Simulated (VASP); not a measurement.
Data:

```yaml
crystal:
  lattice:
    - [1.77369, -3.07212, 0.00000]
    - [1.77369, 3.07212, 0.00000]
    - [0.00000, 0.00000, 6.55387]
  atoms:
    - { symbol: Ti, position: [0.00000, 0.00000, 0.00000] }
    - { symbol: Se, position: [0.33333, 0.66667, 0.23562] }
    - { symbol: Se, position: [0.66667, 0.33333, 0.76438] }
```

Method: PBE GGA, VASP's PBE PAW potentials (set 64) (plane waves; VASP). Run with 500 eV cut-off, 10×10×5 Γ-centred mesh, first-order Methfessel-Paxton smearing of 0.10 eV, potentials Ti_sv Se.

Without a dispersion term in the relaxation, distances and binding between the weakly bound layers, chains or molecules are unreliable, and so is what depends on them.

### Question
Estimate the energy per atom (σ→0), band gap (on the k-mesh) with the smallest direct gap where there is one.

### Answer

```yaml
band gap (on the k-mesh): none (metal, semimetal or under 0.01 eV)
energy per atom (σ→0): -6.069 eV/atom
```

The compound is TiSe2 in the 1T layered structure. It was relaxed first, which changed the volume by +10 %.
